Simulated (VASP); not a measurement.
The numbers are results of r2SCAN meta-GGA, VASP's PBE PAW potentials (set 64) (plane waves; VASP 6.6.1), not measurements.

VASP input:

File POSCAR:
```
Ni2Ge
1
    3.9687391502    -0.0000000000    -0.0000000000
   -1.9843695751     3.4370293592     0.0000000000
    0.0000000000    -0.0000000000     5.0091024256
Ni Ge
4 2
Direct
  0.6666670000   0.3333330000   0.2500000000
  0.3333330000   0.6666670000   0.7500000000
  0.0000000000   0.0000000000   1.0000000000
  0.0000000000   0.0000000000   0.5000000000
  0.6666670000   0.3333330000   0.7500000000
  0.3333330000   0.6666670000   0.2500000000
```

**INCAR**
```
LREAL=.FALSE.
LASPH=.TRUE.
LMAXMIX=4   # l cut-off of mixed one-centre charges
SIGMA=0.1   # width (eV)
SYSTEM=Ni2Ge
EDIFF=1E-6   # SCF stop (eV)
EDIFFG=-0.02   # ionic stop
NELM=100
METAGGA=R2SCAN
LCHARG=.FALSE.
ENCUT=400   # plane-wave cut-off (eV)
ISIF=3   # ions, shape and volume
NSW=60   # most ionic steps
LWAVE=.FALSE.
ISMEAR=1   # Methfessel-Paxton
IBRION=2
ALGO=Normal
PREC=Accurate
LMIXTAU=.TRUE.
```

File KPOINTS:
```
Automatic mesh
0
Gamma
8 8 6
0 0 0
```

POTCAR, in this order: Ni Ge_d (PBE.64 set). Program: vasp_std.

The run wrote:

File OUTCAR:
```
 ion  position               nearest neighbor table
   1  0.667  0.333  0.250-   6 2.29   6 2.29   6 2.29   5 2.50   5 2.50   3 2.61   4 2.61   3 2.61
                             4 2.61   3 2.61   4 2.61
   2  0.333  0.667  0.750-   5 2.29   5 2.29   5 2.29   6 2.50   6 2.50   3 2.61   4 2.61   4 2.61
                             3 2.61   4 2.61   3 2.61
   3  0.000  0.000  0.000-   4 2.50   4 2.50   1 2.61   5 2.61   6 2.61   2 2.61   1 2.61   5 2.61
                             2 2.61   6 2.61   1 2.61   5 2.61   2 2.61   6 2.61
   4  0.000  0.000  0.500-   3 2.50   3 2.50   1 2.61   5 2.61   6 2.61   2 2.61   1 2.61   5 2.61
                             2 2.61   6 2.61   1 2.61   5 2.61   2 2.61   6 2.61
   5  0.667  0.333  0.750-   2 2.29   2 2.29   2 2.29   1 2.50   1 2.50   3 2.61   4 2.61   3 2.61
                             4 2.61   3 2.61   4 2.61
   6  0.333  0.667  0.250-   1 2.29   1 2.29   1 2.29   2 2.50   2 2.50   3 2.61   4 2.61   4 2.61
                             3 2.61   4 2.61   3 2.61
  LATTYP: Found a hexagonal cell.
 ALAT       =     3.9687391502
 C/A-ratio  =     1.2621394947
 Subroutine PRICEL returns:
 Original cell was already a primitive cell.
 Subroutine GETGRP returns: Found 24 space group operations
The static configuration has the point symmetry D_3d.
 The point group associated with its full space group is D_6h.
The dynamic configuration has the point symmetry D_3d.
 Subroutine INISYM returns: Found 24 space group operations
 Subroutine IBZKPT returns following result:
 Found     40 irreducible k-points:

 Following reciprocal coordinates:
            Coordinates               Weight
  0.000000  0.000000  0.000000      1.000000
  0.125000  0.000000  0.000000      6.000000
  0.250000  0.000000  0.000000      6.000000
  0.375000  0.000000  0.000000      6.000000
  0.500000  0.000000  0.000000      3.000000
  0.125000  0.125000  0.000000      6.000000
  0.250000  0.125000  0.000000     12.000000
  0.375000  0.125000  0.000000     12.000000
  0.250000  0.250000  0.000000      6.000000
  0.375000  0.250000  0.000000      6.000000
  0.000000  0.000000  0.166667      2.000000
  0.125000  0.000000  0.166667     12.000000
  0.250000  0.000000  0.166667     12.000000
  0.375000  0.000000  0.166667     12.000000
  0.500000  0.000000  0.166667      6.000000
  0.125000  0.125000  0.166667     12.000000
  0.250000  0.125000  0.166667     24.000000
  0.375000  0.125000  0.166667     24.000000
  0.250000  0.250000  0.166667     12.000000
  0.375000  0.250000  0.166667     12.000000
  0.000000  0.000000  0.333333      2.000000
  0.125000  0.000000  0.333333     12.000000
  0.250000  0.000000  0.333333     12.000000
  0.375000  0.000000  0.333333     12.000000
  0.500000  0.000000  0.333333      6.000000
  0.125000  0.125000  0.333333     12.000000
  0.250000  0.125000  0.333333     24.000000
  0.375000  0.125000  0.333333     24.000000
  0.250000  0.250000  0.333333     12.000000
  0.375000  0.250000  0.333333     12.000000
  0.000000  0.000000  0.500000      1.000000
  0.125000  0.000000  0.500000      6.000000
  0.250000  0.000000  0.500000      6.000000
  0.375000  0.000000  0.500000      6.000000
  0.500000  0.000000  0.500000      3.000000
  0.125000  0.125000  0.500000      6.000000
  0.250000  0.125000  0.500000     12.000000
  0.375000  0.125000  0.500000     12.000000
  0.250000  0.250000  0.500000      6.000000
  0.375000  0.250000  0.500000      6.000000
   k-points           NKPTS =     40   k-points in BZ     NKDIM =     40   number of bands    NBANDS=     40
   number of dos      NEDOS =    301   number of ions     NIONS =      6
   total plane-waves  NPLWV =  28224
   dimension x,y,z NGX =    28 NGY =   28 NGZ =   36
   dimension x,y,z NGXF=    56 NGYF=   56 NGZF=   72
   ions per type =               4   2
   PREC   = accura    normal or accurate (medium, high low for compatibility)
...
```

**OSZICAR**
```
       N       E                     dE             d eps       ncg     rms          rms(c)
DAV:   1     0.520338702987E+03    0.52034E+03   -0.26167E+04  3712   0.371E+03
DAV:   2     0.516885032161E+01   -0.51517E+03   -0.49824E+03  3200   0.767E+02
DAV:   3    -0.842207649907E+02   -0.89390E+02   -0.87644E+02  3280   0.226E+02
DAV:   4    -0.882198637131E+02   -0.39991E+01   -0.39817E+01  3744   0.568E+01
DAV:   5    -0.883117602995E+02   -0.91897E-01   -0.91889E-01  4000   0.810E+00    0.206E+01
DAV:   6    -0.829895687429E+02    0.53222E+01   -0.75876E+01  3352   0.101E+02    0.222E+01
DAV:   7    -0.770537811214E+02    0.59358E+01   -0.18109E+01  3584   0.779E+01    0.939E+00
DAV:   8    -0.773991727022E+02   -0.34539E+00   -0.72896E+00  3880   0.520E+01    0.814E+00
DAV:   9    -0.769242469903E+02    0.47493E+00   -0.22108E+00  3912   0.311E+01    0.235E+00
DAV:  10    -0.770061491500E+02   -0.81902E-01   -0.43242E-01  3400   0.739E+00    0.128E+00
DAV:  11    -0.769877706824E+02    0.18378E-01   -0.73466E-02  4216   0.294E+00    0.362E-01
DAV:  12    -0.769845798969E+02    0.31908E-02   -0.24418E-02  3528   0.128E+00    0.168E-01
DAV:  13    -0.769934546157E+02   -0.88747E-02   -0.75181E-03  3520   0.758E-01    0.732E-02
DAV:  14    -0.769934947274E+02   -0.40112E-04   -0.46530E-04  3776   0.230E-01    0.276E-02
DAV:  15    -0.769934156433E+02    0.79084E-04   -0.11634E-04  3328   0.979E-02    0.165E-02
DAV:  16    -0.769934868026E+02   -0.71159E-04   -0.42842E-05  2976   0.543E-02    0.123E-02
DAV:  17    -0.769934722444E+02    0.14558E-04   -0.46413E-06  3000   0.230E-02    0.417E-03
DAV:  18    -0.769934872023E+02   -0.14958E-04   -0.11291E-06  2032   0.104E-02    0.206E-03
DAV:  19    -0.769934771929E+02    0.10009E-04   -0.58616E-07  1720   0.869E-03    0.433E-04
DAV:  20    -0.769934803745E+02   -0.31815E-05   -0.75698E-08  1672   0.258E-03    0.252E-04
DAV:  21    -0.769934795346E+02    0.83984E-06   -0.29450E-08  1640   0.151E-03
   1 F= -.76993480E+02 E0= -.76993521E+02  d E =-.769935E+02
       N       E                     dE             d eps       ncg     rms          rms(c)
DAV:   1    -0.772582954323E+02   -0.26482E+00   -0.34551E+00  3320   0.253E+01    0.415E+00
DAV:   2    -0.771773524268E+02    0.80943E-01   -0.21893E+00  3440   0.183E+01    0.333E+00
DAV:   3    -0.770942955564E+02    0.83057E-01   -0.95858E-01  3488   0.188E+01    0.362E+00
DAV:   4    -0.770051072878E+02    0.89188E-01   -0.34981E-01  3368   0.136E+01    0.923E-01
DAV:   5    -0.769950992411E+02    0.10008E-01   -0.58133E-02  3776   0.260E+00    0.410E-01
DAV:   6    -0.769928697044E+02    0.22295E-02   -0.50822E-03  3976   0.981E-01    0.155E-01
DAV:   7    -0.769927960454E+02    0.73659E-04   -0.14111E-03  3856   0.421E-01    0.642E-02
DAV:   8    -0.769928760410E+02   -0.79996E-04   -0.44350E-04  3752   0.212E-01    0.293E-02
DAV:   9    -0.769929667825E+02   -0.90741E-04   -0.11777E-04  3632   0.110E-01    0.736E-03
DAV:  10    -0.769929646845E+02    0.20980E-05   -0.93027E-06  2992   0.320E-02    0.361E-03
DAV:  11    -0.769929707048E+02   -0.60202E-05   -0.10481E-06  1952   0.835E-03    0.266E-03
DAV:  12    -0.769929645700E+02    0.61347E-05   -0.79228E-07  1784   0.933E-03    0.581E-04
DAV:  13    -0.769929674419E+02   -0.28719E-05   -0.22269E-07  1648   0.450E-03    0.470E-04
DAV:  14    -0.769929675263E+02   -0.84385E-07   -0.24381E-08  1640   0.145E-03
   2 F= -.76992968E+02 E0= -.76993048E+02  d E =0.512008E-03
       N       E                     dE             d eps       ncg     rms          rms(c)
DAV:   1    -0.770702429664E+02   -0.77276E-01   -0.95450E-01  3320   0.130E+01    0.221E+00
DAV:   2    -0.770469562863E+02    0.23287E-01   -0.59783E-01  3408   0.964E+00    0.175E+00
DAV:   3    -0.770209286113E+02    0.26028E-01   -0.23786E-01  3520   0.101E+01    0.186E+00
DAV:   4    -0.769995521043E+02    0.21377E-01   -0.10190E-01  3536   0.696E+00    0.465E-01
DAV:   5    -0.769966446773E+02    0.29074E-02   -0.15511E-02  3808   0.152E+00    0.212E-01
DAV:   6    -0.769960384488E+02    0.60623E-03   -0.18984E-03  3976   0.576E-01    0.752E-02
DAV:   7    -0.769959489245E+02    0.89524E-04   -0.30050E-04  3376   0.165E-01    0.355E-02
DAV:   8    -0.769960054526E+02   -0.56528E-04   -0.11367E-04  3344   0.826E-02    0.113E-02
DAV:   9    -0.769960085523E+02   -0.30997E-05   -0.28337E-05  3152   0.499E-02    0.449E-03
DAV:  10    -0.769960157624E+02   -0.72102E-05   -0.25000E-06  2568   0.174E-02    0.247E-03
DAV:  11    -0.769960104224E+02    0.53400E-05   -0.43204E-07  1672   0.810E-03    0.166E-03
DAV:  12    -0.769960133755E+02   -0.29531E-05   -0.21513E-07  1600   0.532E-03    0.457E-04
DAV:  13    -0.769960113387E+02    0.20368E-05   -0.96277E-08  1600   0.321E-03    0.465E-04
DAV:  14    -0.769960107947E+02    0.54404E-06   -0.20635E-08  1600   0.121E-03
   3 F= -.76996011E+02 E0= -.76996070E+02  d E =-.253126E-02
       N       E                     dE             d eps       ncg     rms          rms(c)
DAV:   1    -0.769960354123E+02   -0.24074E-04   -0.30515E-04  3328   0.234E-01    0.392E-02
DAV:   2    -0.769960256675E+02    0.97449E-05   -0.18923E-04  3440   0.172E-01    0.309E-02
DAV:   3    -0.769960180211E+02    0.76463E-05   -0.71863E-05  3184   0.176E-01    0.334E-02
DAV:   4    -0.769960110486E+02    0.69725E-05   -0.30384E-05  3128   0.125E-01    0.842E-03
DAV:   5    -0.769960101853E+02    0.86337E-06   -0.47322E-06  2824   0.261E-02
   4 F= -.76996010E+02 E0= -.76996070E+02  d E =-.253065E-02
       N       E                     dE             d eps       ncg     rms          rms(c)
DAV:   1    -0.769967575634E+02   -0.74651E-03   -0.17028E-02  3472   0.912E-01    0.171E-01
DAV:   2    -0.769964009724E+02    0.35659E-03   -0.11554E-03  3888   0.687E-01    0.153E-01
DAV:   3    -0.769964410933E+02   -0.40121E-04   -0.12262E-03  3720   0.946E-01    0.173E-01
DAV:   4    -0.769961411565E+02    0.29994E-03   -0.48209E-04  4568   0.562E-01    0.368E-02
DAV:   5    -0.769961256578E+02    0.15499E-04   -0.12006E-04  3760   0.116E-01    0.994E-03
DAV:   6    -0.769961254755E+02    0.18230E-06   -0.13220E-05  3824   0.431E-02    0.522E-03
DAV:   7    -0.769961253530E+02    0.12254E-06   -0.14195E-06  1960   0.167E-02
   5 F= -.76996125E+02 E0= -.76996194E+02  d E =-.115168E-03
```

**OUTCAR**
```
------------------------ aborting loop because EDIFF is reached ----------------------------------------
  FORCE on cell =-STRESS in cart. coord.  units (eV):
  Direction    XX          YY          ZZ          XY          YZ          ZX
  --------------------------------------------------------------------------------------
  Total       -0.0119907     -0.0119908      0.0454243     -0.0000000      0.0000000      0.0000000
  in kB       -0.2789661     -0.2789661      1.0568008     -0.0000000      0.0000000      0.0000000
  external PRESSURE =       0.1662895 kB  Pullay stress =       0.0000000 kB
  volume of cell :       68.87
      direct lattice vectors                 reciprocal lattice vectors
     3.976640934  0.000000000 -0.000000000     0.251468517  0.145185398 -0.000000000
    -1.988320467  3.443872507  0.000000000     0.000000000  0.290370796  0.000000000
     0.000000000  0.000000000  5.028541797     0.000000000  0.000000000  0.198864808
 POSITION                                       TOTAL-FORCE (eV/Angst)
 -----------------------------------------------------------------------------------
      1.98832      1.14796      1.25714        -0.000000     -0.000000      0.000000
     -0.00000      2.29592      3.77141         0.000000      0.000000      0.000000
     -0.00000      0.00000      0.00000        -0.000000      0.000000      0.000000
      0.00000      0.00000      2.51427        -0.000000      0.000000      0.000000
      1.98832      1.14796      3.77141         0.000000     -0.000000      0.000000
     -0.00000      2.29592      1.25714        -0.000000      0.000000      0.000000
 -----------------------------------------------------------------------------------
    total drift:                               -0.000030      0.000017      0.000027
  FREE ENERGIE OF THE ION-ELECTRON SYSTEM (eV)
  ---------------------------------------------------
  free  energy   TOTEN  =       -76.9961253530 eV

  energy  without entropy=      -76.9963313544  energy(sigma->0) =      -76.99619402

 reached required accuracy - stopping structural energy minimisation
```
(Selected blocks of OUTCAR.)

CONTCAR:
```
Ni2Ge
   1.00000000000000
     3.9766409339928557    0.0000000000000000   -0.0000000000000000
    -1.9883204669964278    3.4438725072898619    0.0000000000000000
     0.0000000000000000    0.0000000000000000    5.0285417968014015
  Ni              Ge
     4     2
Direct
     0.6666669999999968    0.3333330000000032    0.2500000000000000
     0.3333330000000032    0.6666669999999968    0.7500000000000000
     0.0000000000000000    0.0000000000000000    0.0000000000000000
     0.0000000000000000    0.0000000000000000    0.5000000000000000
     0.6666669999999968    0.3333330000000032    0.7500000000000000
     0.3333330000000032    0.6666669999999968    0.2500000000000000
```

The structure comes from a computed database's Ni2Ge entry (P6_3/mmc); how it stands against other phases isn't given here. This run relaxes it. Symmetry was kept, so distortions that lower it aren't found. The start is the result of an earlier pass. The run is not spin-polarised, so no magnetic state was tried.
